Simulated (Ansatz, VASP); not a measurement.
## GaP: VASP beside Ansatz

Aim: how closely do two programs agree when they are given the same cell, functional and k mesh? The cell is taken from a series of runs on this material, whose earlier steps may have relaxed, scaled, displaced or heated it; both programs get it as it stands.

Calculated with Ansatz 0.2.0; plane waves, with VASP 6.6.1 beside it; zone-centre phonons at PBE.

## (1) The structure

It takes space group F-43m (No. 216, cubic). Conventional cell: a = 5.615 Å, b = 5.615 Å, c = 5.615 Å, α = 90.00°, β = 90.00°, γ = 90.00°. Nearest to P lie 4 Ga at 2.43 Å. Nearest to Ga lie 4 P at 2.43 Å. Farther neighbours are not listed.

## (2) VASP: zone-centre phonons, PBE

Second derivatives magnify differences that forces hide, and they need a tight electronic threshold.

Lines of VASP's logs that name or quote its potential files are left out, and so is its time.

Contents of INCAR:

```
SYSTEM = GaP
PREC = Accurate
ENCUT = 500
EDIFF = 1E-08
NELM = 120
ISMEAR = 0
SIGMA = 0.01
LREAL = .FALSE.
ALGO = Normal
GGA = PE
NBANDS = 15
LORBIT = 11
LWAVE = .FALSE.
LCHARG = .FALSE.
ISIF = 2
IBRION = 8
LEPSILON = .TRUE.
LASPH = .TRUE.
GGA_COMPAT = .FALSE.
EFERMI = MIDGAP
KPAR = 2
```

Contents of POSCAR:

```
GaP
1.0
    0.0000000000      2.8072591309      2.8072591309
    2.8072591309      0.0000000000      2.8072591309
    2.8072591309      2.8072591309      0.0000000000
P Ga
1 1
Direct
    0.7500000000      0.7500000000      0.7500000000
    0.0000000000      0.0000000000      0.0000000000
```

Contents of KPOINTS:

```
Automatic mesh
0
Gamma
12 12 12
0 0 0
```

PAW data sets: P and Ga_d (PBE family, release 64).

On the command line:

```console
> mpirun -np 2 vasp_std
```

Numbers of over 12 decimals in the logs are rounded to 6 here.

The program printed:

```text
[banner, memory and clock lines left out]
running    2 mpi-ranks, on    1 nodes
 distrk:  each k-point on    1 cores,    2 groups
 distr:  one band on    1 cores,    1 groups

 POSCAR found type information on POSCAR P Ga
 POSCAR found :  2 types and       2 ions
 LDA part: xc-table for (Slater+PW92), standard interpolation
 POSCAR, INCAR and KPOINTS ok, starting setup
 FFT: planning ... GRIDC
 FFT: planning ... GRID_SOFT
 FFT: planning ... GRID
 WAVECAR not read
 entering main loop
       N       E                     dE             d eps       ncg     rms          rms(c)
DAV:   1     0.814559702110E+02    0.81456E+02   -0.89001E+03  2224   0.162E+03
DAV:   2    -0.278207319112E+01   -0.84238E+02   -0.80488E+02  2419   0.319E+02
DAV:   3    -0.923043039406E+01   -0.64484E+01   -0.64212E+01  2741   0.693E+01
DAV:   4    -0.933809167855E+01   -0.10766E+00   -0.10763E+00  2634   0.982E+00
DAV:   5    -0.934046623389E+01   -0.23746E-02   -0.23743E-02  2890   0.125E+00    0.386E+00
DAV:   6    -0.911496571013E+01    0.22550E+00   -0.39704E-01  3324   0.101E+01    0.250E+00
DAV:   7    -0.909459986799E+01    0.20366E-01   -0.82106E-02  2780   0.188E+00    0.104E+00
DAV:   8    -0.909503777581E+01   -0.43791E-03   -0.12303E-02  2693   0.139E+00    0.132E-01
DAV:   9    -0.909545100062E+01   -0.41322E-03   -0.13627E-03  2711   0.561E-01    0.916E-02
DAV:  10    -0.909553026993E+01   -0.79269E-04   -0.11234E-04  3023   0.992E-02    0.486E-02
DAV:  11    -0.909561122799E+01   -0.80958E-04   -0.12013E-04  2433   0.975E-02    0.632E-03
DAV:  12    -0.909561066961E+01    0.55838E-06   -0.40049E-06  2709   0.254E-02    0.222E-03
DAV:  13    -0.909561099695E+01   -0.32734E-06   -0.94802E-07  2687   0.841E-03    0.200E-03
DAV:  14    -0.909561104488E+01   -0.47929E-07   -0.60357E-08  2767   0.175E-03    0.146E-03
DAV:  15    -0.909561104783E+01   -0.29527E-08   -0.23789E-09  1927   0.623E-04
   1 F= -.90956110E+01 E0= -.90956110E+01  d E =0.000000E+00
 Linear response reoptimize wavefunctions to high precision
DAV:   1    -0.909561103884E+01    0.89863E-08   -0.34689E-09  2764   0.418E-04
DAV:   2    -0.909561103884E+01    0.18190E-11   -0.25686E-10  1430   0.110E-04
 Linear response G [H, r] |phi>, progress :
  Direction:   1
       N       E                     dE             d eps       ncg     rms
RMM:   1    -0.392786374297E+02   -0.39279E+02    0.18091E+02  2526   0.221E+02
RMM:   2    -0.489493729738E+02   -0.96707E+01   -0.22836E+01  4555   0.328E+01
RMM:   3    -0.496876333068E+02   -0.73826E+00   -0.16085E+00  4471   0.802E+00
RMM:   4    -0.497607783962E+02   -0.73145E-01   -0.29391E-01  4686   0.228E+00
RMM:   5    -0.497448847741E+02    0.15894E-01    0.11346E-02  4725   0.623E-01
RMM:   6    -0.497479533993E+02   -0.30686E-02   -0.85310E-03  4790   0.206E-01
RMM:   7    -0.497471802079E+02    0.77319E-03    0.47102E-04  4843   0.766E-02
RMM:   8    -0.497472621083E+02   -0.81900E-04   -0.17738E-04  4891   0.320E-02
RMM:   9    -0.497472542768E+02    0.78314E-05   -0.56588E-05  4878   0.142E-02
RMM:  10    -0.497472467633E+02    0.75136E-05    0.26336E-05  4804   0.779E-03
RMM:  11    -0.497472491590E+02   -0.23957E-05    0.39891E-06  4414   0.512E-03
RMM:  12    -0.497472481747E+02    0.98423E-06    0.14026E-05  3848   0.390E-03
RMM:  13    -0.497472483343E+02   -0.15952E-06    0.12554E-05  3334   0.344E-03
RMM:  14    -0.497472485060E+02   -0.17176E-06    0.10950E-05  2946   0.321E-03
RMM:  15    -0.497472480689E+02    0.43717E-06    0.15692E-05  2726   0.311E-03
RMM:  16    -0.497472478948E+02    0.17405E-06    0.12775E-05  2638   0.304E-03
RMM:  17    -0.497472482615E+02   -0.36665E-06    0.33459E-05  2598   0.304E-03
 Linear response G [H, r] |phi>, progress :
  Direction:   2
       N       E                     dE             d eps       ncg     rms
RMM:   1    -0.388537221232E+02   -0.38854E+02    0.15377E+02  2553   0.222E+02
RMM:   2    -0.507940247969E+02   -0.11940E+02   -0.17628E+01  4556   0.321E+01
RMM:   3    -0.520591375504E+02   -0.12651E+01   -0.16527E+00  4393   0.790E+00
RMM:   4    -0.521378650142E+02   -0.78727E-01   -0.30005E-01  4625   0.235E+00
RMM:   5    -0.521222269666E+02    0.15638E-01    0.91277E-03  4668   0.646E-01
RMM:   6    -0.521252928614E+02   -0.30659E-02   -0.87046E-03  4745   0.214E-01
RMM:   7    -0.521245217727E+02    0.77109E-03    0.30051E-04  4781   0.779E-02
RMM:   8    -0.521245929946E+02   -0.71222E-04   -0.20578E-04  4865   0.324E-02
RMM:   9    -0.521245825500E+02    0.10445E-04   -0.54297E-05  4858   0.136E-02
RMM:  10    -0.521245790609E+02    0.34891E-05   -0.94034E-06  4806   0.697E-03
RMM:  11    -0.521245791839E+02   -0.12304E-06   -0.87751E-06  4404   0.397E-03
RMM:  12    -0.521245792942E+02   -0.11027E-06   -0.94849E-06  3905   0.276E-03
RMM:  13    -0.521245803342E+02   -0.10400E-05   -0.19766E-05  3243   0.224E-03
RMM:  14    -0.521245798661E+02    0.46810E-06   -0.14748E-05  2874   0.202E-03
[...]
RMM:   2    -0.174868893897E+01   -0.15245E+01   -0.93239E-02  4339   0.193E+00
RMM:   3    -0.175454769929E+01   -0.58588E-02   -0.31500E-02  4671   0.614E-01
RMM:   4    -0.175489535186E+01   -0.34765E-03   -0.74663E-04  4595   0.139E-01
RMM:   5    -0.175490344740E+01   -0.80955E-05   -0.54939E-05  4584   0.426E-02
RMM:   6    -0.175490410156E+01   -0.65416E-06   -0.64212E-06  4640   0.139E-02
[...]
RMM:  13    -0.141001626149E+01    0.62126E-06    0.26011E-08 10490   0.173E-04    0.175E-05
RMM:  14    -0.141001506514E+01    0.11964E-05    0.10936E-08  7496   0.837E-05    0.209E-06
 change of polarisation eV/A/(eV/A) component  1 :     2.598     0.724     0.397
 dielectric tensor                  component  1 :    11.624     2.960     1.623
 Linear response to external field, progress :
  Direction:   2
       N       E                     dE             d eps       ncg     rms          rms(c)
RMM:   1    -0.200045894556E+00   -0.20005E+00    0.47964E+00  9223   0.780E+00
RMM:   2    -0.135842513611E+01   -0.11584E+01   -0.82539E-02 16910   0.179E+00    0.160E+00
RMM:   3    -0.132832597182E+01    0.30099E-01   -0.32799E-02 16928   0.103E+00    0.950E-01
RMM:   4    -0.138463798922E+01   -0.56312E-01   -0.32746E-02 17103   0.103E+00    0.190E-01
RMM:   5    -0.140196235242E+01   -0.17324E-01   -0.20654E-03 17471   0.306E-01    0.432E-02
RMM:   6    -0.140865716410E+01   -0.66948E-02   -0.25517E-04 17650   0.111E-01    0.348E-02
RMM:   7    -0.140966240704E+01   -0.10052E-02   -0.21354E-05 16519   0.459E-02    0.358E-03
RMM:   8    -0.141005326005E+01   -0.39085E-03   -0.87829E-06 18404   0.159E-02    0.199E-03
RMM:   9    -0.141002151269E+01    0.31747E-04    0.30281E-07 17076   0.645E-03    0.652E-04
RMM:  10    -0.141003494843E+01   -0.13436E-04   -0.33939E-07 18026   0.253E-03    0.372E-04
RMM:  11    -0.141002254788E+01    0.12401E-04    0.53330E-07 17419   0.110E-03    0.146E-04
RMM:  12    -0.141001969233E+01    0.28556E-05    0.31288E-08 16948   0.422E-04    0.592E-05
RMM:  13    -0.141001915056E+01    0.54177E-06    0.83835E-08 10492   0.173E-04    0.216E-05
RMM:  14    -0.141001783585E+01    0.13147E-05    0.26036E-09  7644   0.843E-05    0.191E-06
 change of polarisation eV/A/(eV/A) component  2 :     0.641     2.598     0.383
 dielectric tensor                  component  2 :     2.622    11.624     1.566
 Linear response to external field, progress :
  Direction:   3
       N       E                     dE             d eps       ncg     rms          rms(c)
RMM:   1    -0.200578662789E+00   -0.20058E+00    0.47911E+00  9222   0.780E+00
RMM:   2    -0.135848478987E+01   -0.11579E+01   -0.82573E-02 16908   0.179E+00    0.160E+00
RMM:   3    -0.132832595154E+01    0.30159E-01   -0.32707E-02 16929   0.103E+00    0.950E-01
RMM:   4    -0.138461069690E+01   -0.56285E-01   -0.32662E-02 17106   0.103E+00    0.190E-01
RMM:   5    -0.140198492676E+01   -0.17374E-01   -0.20475E-03 17472   0.305E-01    0.431E-02
RMM:   6    -0.140865661415E+01   -0.66717E-02   -0.25696E-04 17653   0.111E-01    0.348E-02
RMM:   7    -0.140966351770E+01   -0.10069E-02   -0.22575E-05 16517   0.459E-02    0.360E-03
RMM:   8    -0.141005300483E+01   -0.38949E-03   -0.92709E-06 18414   0.159E-02    0.199E-03
RMM:   9    -0.141002163615E+01    0.31369E-04    0.30008E-07 17087   0.645E-03    0.653E-04
RMM:  10    -0.141003529165E+01   -0.13655E-04   -0.31626E-07 18013   0.253E-03    0.372E-04
RMM:  11    -0.141002272060E+01    0.12571E-04    0.47851E-07 17389   0.110E-03    0.144E-04
RMM:  12    -0.141001999358E+01    0.27270E-05    0.51685E-09 16869   0.418E-04    0.581E-05
RMM:  13    -0.141001943079E+01    0.56279E-06    0.67266E-08 10503   0.173E-04    0.204E-05
RMM:  14    -0.141001814689E+01    0.12839E-05    0.23777E-08  7579   0.841E-05    0.148E-06
 change of polarisation eV/A/(eV/A) component  3 :     0.537     0.583     2.598
 dielectric tensor                  component  3 :     2.197     2.384    11.624
 Linear response DOF=           2
 Linear response progress:
  Degree of freedom:   1/  2
       N       E                     dE             d eps       ncg     rms          rms(c)
RMM:   1    -0.510530472095E-01   -0.51053E-01    0.60888E-03 18930   0.163E+00
RMM:   2    -0.472896423116E-01    0.37634E-02   -0.53501E-03 15398   0.461E-01    0.110E-01
RMM:   3    -0.473602160286E-01   -0.70574E-04   -0.38436E-04 16874   0.143E-01    0.556E-02
RMM:   4    -0.476787060524E-01   -0.31849E-03   -0.74808E-05 16768   0.570E-02    0.107E-02
RMM:   5    -0.477105426722E-01   -0.31837E-04   -0.12410E-05 17780   0.201E-02    0.691E-03
RMM:   6    -0.476928120904E-01    0.17731E-04   -0.16073E-06 16579   0.764E-03    0.363E-03
RMM:   7    -0.476928026058E-01    0.94846E-08    0.63157E-08 17363   0.296E-03    0.463E-04
 first order change of Fermi-energy  -0.10048E+01
 force on displaced ion       1 direction 1 :  -8.062  -0.000  -0.000
 Born effective charge ion    1 direction 1 :  -2.330   0.000   0.000
 Linear response progress:
  Degree of freedom:   2/  2
       N       E                     dE             d eps       ncg     rms          rms(c)
RMM:   1    -0.163950077189E+00   -0.16395E+00    0.66541E-02 10549   0.791E+00
RMM:   2    -0.162781173331E+00    0.11689E-02   -0.25010E-02 16068   0.136E+00    0.489E-02
RMM:   3    -0.163033643260E+00   -0.25247E-03   -0.35619E-03 16979   0.407E-01    0.361E-02
RMM:   4    -0.162821759953E+00    0.21188E-03   -0.14398E-03 17745   0.170E-01    0.137E-02
RMM:   5    -0.162787893199E+00    0.33867E-04   -0.88667E-05 17826   0.450E-02    0.480E-03
RMM:   6    -0.162791246308E+00   -0.33531E-05   -0.30326E-05 17270   0.173E-02    0.803E-04
RMM:   7    -0.162796764770E+00   -0.55185E-05   -0.15823E-05 17579   0.714E-03    0.141E-04
RMM:   8    -0.162796179173E+00    0.58560E-06   -0.80781E-06 17793   0.301E-03    0.590E-05
RMM:   9    -0.162795809450E+00    0.36972E-06   -0.36579E-06 17194   0.128E-03    0.162E-05
RMM:  10    -0.162795703671E+00    0.10578E-06   -0.21685E-06 17954   0.584E-04    0.134E-05
RMM:  11    -0.162795618347E+00    0.85324E-07   -0.66250E-07 17592   0.262E-04    0.728E-06
RMM:  12    -0.162795646408E+00   -0.28062E-07   -0.68707E-07 17386   0.127E-04    0.197E-06
RMM:  13    -0.162795589002E+00    0.57406E-07   -0.24982E-07 17881   0.621E-05    0.269E-06
RMM:  14    -0.162795595928E+00   -0.69263E-08   -0.25819E-07 16884   0.309E-05    0.198E-06
RMM:  15    -0.162795578905E+00    0.17023E-07   -0.43825E-08 14206   0.171E-05    0.129E-06
RMM:  16    -0.162795592215E+00   -0.13310E-07   -0.11378E-07 11968   0.105E-05    0.381E-07
RMM:  17    -0.162795586242E+00    0.59733E-08   -0.45048E-08 10687   0.747E-06    0.744E-08
 first order change of Fermi-energy   0.10053E+01
 force on displaced ion       2 direction 1 :  -8.113   0.000   0.000
 Born effective charge ion    2 direction 1 :   2.313   0.000   0.000
 Born effective charges drift removed
 Linear response finished
```

Parts of OUTCAR (step 2):

```text
ion  position               nearest neighbor table
   1  0.750  0.750  0.750-   2 2.43   2 2.43   2 2.43   2 2.43
   2  0.000  0.000  0.000-   1 2.43   1 2.43   1 2.43   1 2.43

  LATTYP: Found a face centered cubic cell.
 ALAT       =     5.6145182618

 Subroutine GETGRP returns: Found 24 space group operations
 (whereof 24 operations were pure point group operations)

The static configuration has the point symmetry T_d .

 Found     72 irreducible k-points:

   k-points           NKPTS =     72   k-points in BZ     NKDIM =     72   number of bands    NBANDS=     15

   dimension x,y,z NGX =    30 NGY =   30 NGZ =   30
   dimension x,y,z NGXF=    60 NGYF=   60 NGZF=   60

   ENCUT  =  500.0 eV  36.75 Ry    6.06 a.u.   7.24  7.24  7.24*2*pi/ulx,y,z

   NELECT =      18.0000    total number of electrons

 k-points in reciprocal lattice and weights: Automatic mesh
   0.00000000  0.00000000  0.00000000       0.001
   0.08333333  0.00000000  0.00000000       0.005
   0.16666667  0.00000000  0.00000000       0.005
   0.25000000  0.00000000  0.00000000       0.005
   0.33333333  0.00000000  0.00000000       0.005
   0.41666667  0.00000000  0.00000000       0.005
   0.50000000  0.00000000  0.00000000       0.002
   0.08333333  0.08333333  0.00000000       0.003
   0.16666667  0.08333333  0.00000000       0.014
[...]
-0.33333333  0.50000000  0.16666667       0.007
  -0.25000000  0.50000000  0.25000000       0.003

 average (electrostatic) potential at core
       1 -84.2262       2 -66.1729

  Total       -1.0822684     -1.0822684     -1.0822684     -0.0000000      0.0000000     -0.0000000
  in kB      -39.1893501    -39.1893501    -39.1893501     -0.0000000      0.0000000     -0.0000000
  external PRESSURE =     -39.1893501 kB  Pullay stress =       0.0000000 kB

  energy-cutoff  :      500.00
  volume of cell :       44.25
      direct lattice vectors                 reciprocal lattice vectors
     0.000000000  2.807259131  2.807259131    -0.178109671  0.178109671  0.178109671
     2.807259131  0.000000000  2.807259131     0.178109671 -0.178109671  0.178109671
     2.807259131  2.807259131  0.000000000     0.178109671  0.178109671 -0.178109671

 POSITION                                       TOTAL-FORCE (eV/Angst)
 -----------------------------------------------------------------------------------
      4.21089      4.21089      4.21089        -0.000000     -0.000000     -0.000000
      0.00000      0.00000      0.00000         0.000000      0.000000      0.000000
 -----------------------------------------------------------------------------------
    total drift:                                0.000000      0.000000      0.000000

 MACROSCOPIC STATIC DIELECTRIC TENSOR (including local field effects in DFT)
 ------------------------------------------------------
          11.624363    -0.000000    -0.000000
           0.000000    11.624363     0.000000
          -0.000000     0.000000    11.624363
 ------------------------------------------------------

 PIEZOELECTRIC TENSOR (including local field effects)  for field in x, y, z        (C/m^2)
          XX          YY          ZZ          XY          YZ          ZX
  --------------------------------------------------------------------------------
  x    -0.00000    -0.00000    -0.00000     0.00000     0.84480     0.00000
  y    -0.00000     0.00000     0.00000     0.00000     0.00000     0.84480
  z     0.00000    -0.00000     0.00000     0.84480     0.00000     0.00000

 BORN EFFECTIVE CHARGES (including local field effects) (in |e|, cummulative output)
 ---------------------------------------------------------------------------------
 ion    1
    1    -2.32501     0.00000     0.00000
    2     0.00000    -2.32501     0.00000
    3     0.00000    -0.00000    -2.32501
 ion    2
    1     2.32501     0.00000     0.00000
    2     0.00000     2.32501     0.00000
    3    -0.00000     0.00000     2.32501

 Eigenvectors and eigenvalues of the dynamical matrix
 ----------------------------------------------------

   1 f  =    9.594495 THz    60.283992 2PiTHz  320.037917 cm-1    39.679627 meV
             X         Y         Z           dx          dy          dz
      4.210889  4.210889  4.210889     0.831302    0.000000    0.000000
      0.000000  0.000000  0.000000    -0.555821    0.000000    0.000000

   2 f  =    9.594495 THz    60.283992 2PiTHz  320.037917 cm-1    39.679627 meV
             X         Y         Z           dx          dy          dz
      4.210889  4.210889  4.210889    -0.000000   -0.831302    0.000000
      0.000000  0.000000  0.000000     0.000000    0.555821    0.000000

   3 f  =    9.594495 THz    60.283992 2PiTHz  320.037917 cm-1    39.679627 meV
             X         Y         Z           dx          dy          dz
      4.210889  4.210889  4.210889     0.000000    0.000000    0.831302
      0.000000  0.000000  0.000000     0.000000    0.000000   -0.555821

   4 f/i=    0.013925 THz     0.087495 2PiTHz    0.464498 cm-1     0.057590 meV
             X         Y         Z           dx          dy          dz
      4.210889  4.210889  4.210889    -0.538876   -0.136194    0.000000
      0.000000  0.000000  0.000000    -0.805960   -0.203696    0.000000

   5 f/i=    0.013925 THz     0.087495 2PiTHz    0.464498 cm-1     0.057590 meV
             X         Y         Z           dx          dy          dz
      4.210889  4.210889  4.210889     0.000000    0.000000   -0.555821
      0.000000  0.000000  0.000000     0.000000    0.000000   -0.831302

   6 f/i=    0.013925 THz     0.087495 2PiTHz    0.464498 cm-1     0.057590 meV
             X         Y         Z           dx          dy          dz
      4.210889  4.210889  4.210889    -0.136194    0.538876    0.000000
      0.000000  0.000000  0.000000    -0.203696    0.805960    0.000000

 MACROSCOPIC STATIC DIELECTRIC TENSOR IONIC CONTRIBUTION
 ------------------------------------------------------
           2.733445     0.000000    -0.000000
           0.000000     2.733445     0.000000
          -0.000000     0.000000     2.733445
 ------------------------------------------------------

 ELASTIC MODULI CONTR FROM IONIC RELAXATION (kBar)
 Direction    XX          YY          ZZ          XY          YZ          ZX
 --------------------------------------------------------------------------------
 XX          -0.0000      0.0000      0.0000     -0.0000      0.0000      0.0000
 YY           0.0000     -0.0000      0.0000     -0.0000     -0.0000      0.0000
 ZZ           0.0000      0.0000     -0.0000      0.0000     -0.0000      0.0000
 XY          -0.0000     -0.0000      0.0000    -82.1434      0.0000      0.0000
 YZ           0.0000     -0.0000     -0.0000      0.0000    -82.1434      0.0000
 ZX           0.0000      0.0000      0.0000      0.0000      0.0000    -82.1434
 --------------------------------------------------------------------------------

 PIEZOELECTRIC TENSOR IONIC CONTR  for field in x, y, z        (C/m^2)
          XX          YY          ZZ          XY          YZ          ZX
  --------------------------------------------------------------------------------
  x     0.00000    -0.00000    -0.00000     0.00000    -0.44588     0.00000
  y     0.00000     0.00000     0.00000     0.00000     0.00000    -0.44588
  z    -0.00000    -0.00000     0.00000    -0.44588     0.00000    -0.00000
```

The dielectric response converges more slowly with the mesh than energies do, so tensor and charges may still move on a finer one.

(Continued in part 2 of 2.)

[Lines on the potential files, build, host, timing and source positions are cut from VASP's logs without a mark.]

[Logs are printed without paths, hosts, clocks, repeated set-up lines and the standing remarks that a program may print on its own settings, such as how far it seeks lower states.]

[Hosts, paths, dates, database ids (printed as entryN), source tags and the programs' standing remarks are cut or masked in the printed files.]
